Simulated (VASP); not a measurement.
OSZICAR of a VASP run on Rb (bcc):

**OSZICAR**
```
       N       E                     dE             d eps       ncg     rms          rms(c)
DAV:   1     0.383937934332E+02    0.38394E+02   -0.31381E+03   560   0.692E+02
DAV:   2     0.785215054008E+00   -0.37609E+02   -0.37287E+02   608   0.129E+02
DAV:   3    -0.101223234018E+01   -0.17974E+01   -0.17965E+01   776   0.324E+01
DAV:   4    -0.106346857137E+01   -0.51236E-01   -0.51237E-01   912   0.447E+00
DAV:   5    -0.106446724147E+01   -0.99867E-03   -0.99867E-03   816   0.328E-01    0.142E+00
DAV:   6    -0.106306915449E+01    0.13981E-02   -0.24343E-03   848   0.316E-01    0.862E-01
DAV:   7    -0.106271604748E+01    0.35311E-03   -0.36947E-03   800   0.380E-01    0.581E-02
DAV:   8    -0.106273365830E+01   -0.17611E-04   -0.18461E-04   848   0.115E-01    0.151E-02
DAV:   9    -0.106273773007E+01   -0.40718E-05   -0.65981E-06   856   0.205E-02    0.425E-03
DAV:  10    -0.106273784701E+01   -0.11694E-06   -0.28173E-06   752   0.107E-02
   1 F= -.10627378E+01 E0= -.10623120E+01  d E =-.106274E+01
```

Question: Which electronic solver shows in the log?

Answer: It is blocked Davidson (ALGO = Normal, or the opening steps of other solvers). The INCAR had ALGO = Normal.

Question: Can the final energy be trusted as converged?

Answer: The calculation finished and met its thresholds. It stopped with EDIFF = 1E-6, NELM = 100, NSW = 60 and EDIFFG = -0.01 after 1 ionic step (LDA (Ceperley-Alder, Perdew-Zunger), plane waves, VASP's LDA PAW potentials (set 64)).

The compound is Rb in the bcc structure. It was relaxed first, which changed the volume by -14 %. The start is the result of an earlier pass.
